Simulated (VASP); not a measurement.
The system is Ta2SiO3.

```
CELL_PARAMETERS angstrom
3.10000 0.00000 0.00000
0.00000 3.41000 3.41000
0.00000 -3.41000 3.41000
ATOMIC_POSITIONS crystal
Ta 0.50000 0.50000 0.50000
Ta 0.00000 0.00000 0.00000
Si 0.00000 0.68000 0.68000
O 0.50000 0.80500 0.19500
O 0.50000 0.19500 0.80500
O 0.00000 0.30000 0.30000
```

The cell was built by a generator and needn't be a form met in nature.

```yaml
Program: VASP 6.6.1
Task: relaxation of cell and atoms
Functional: PBE
Potentials_or_basis: VASP PAW PBE potentials, release 64 (Ta_pv, Si, O)
Cutoff: 520 eV
k_mesh: 5 × 3 × 3
Occupations: gaussian, width 0.15 eV
Spin: no spin polarisation
```

At the start: pressure 62.5 GPa; volume 12.02 Å³/atom.

Q: Where does the relaxation end?

A: Over 18 steps the energy falls by 1333.3 meV/atom and the volume is 14.06 Å³/atom (+17.0 %); space group Amm2 (No. 38, to 0.05 Å).

The path:
| step | energy change (eV) | largest force (eV/Å) | pressure (GPa) | volume (Å³) |
| --- | --- | --- | --- | --- |
| 1 | 0.0000 | 15.8861 | 62.48 | 72.09 |
| 2 | 2.5224 | 1.3856 | -35.25 | 130.20 |
| 3 | -6.0750 | 4.9314 | -10.18 | 91.81 |
| 4 | -6.3497 | 4.8420 | -5.43 | 89.12 |
| 5 | -6.4897 | 4.4367 | 2.16 | 85.63 |
| 6 | -7.2211 | 1.7450 | -11.25 | 90.89 |
| 7 | -7.4565 | 2.0115 | -8.37 | 89.00 |
| 8 | -7.6561 | 1.2044 | 9.22 | 82.02 |
| 9 | -7.7155 | 1.1279 | 2.98 | 84.14 |
| 10 | -7.8538 | 0.7329 | 1.30 | 84.72 |
| 11 | -7.8760 | 0.8811 | 0.63 | 85.02 |
| 12 | -7.9571 | 0.4426 | -1.95 | 85.86 |
| 13 | -7.9602 | 0.3399 | -2.28 | 86.02 |
| 14 | -7.9871 | 0.2916 | 1.40 | 84.24 |
| 15 | -7.9876 | 0.2825 | 0.80 | 84.46 |
| 16 | -7.9967 | 0.2196 | -0.43 | 84.61 |
| 17 | -7.9970 | 0.1813 | -0.27 | 84.59 |
| 18 | -8.0000 | 0.0691 | -0.02 | 84.38 |

Final structure:
```
Ta Si O
1.0
     3.03047    0.00000    0.00000
     0.00000    3.38866    4.10828
     0.00000   -3.38866    4.10828
Ta Si O
2 1 3
Direct
  0.50000 0.47087 0.47087
  0.00000 0.03505 0.03505
  0.00000 0.71550 0.71550
  0.50000 0.79601 0.17414
  0.50000 0.17414 0.79601
  0.00000 0.28843 0.28843
```

Caveat: the k mesh is coarse (spacing up to 0.43 Å⁻¹), so the values aren't converged; the volume moved by over 15 % at a fixed basis, so the end points are rough.
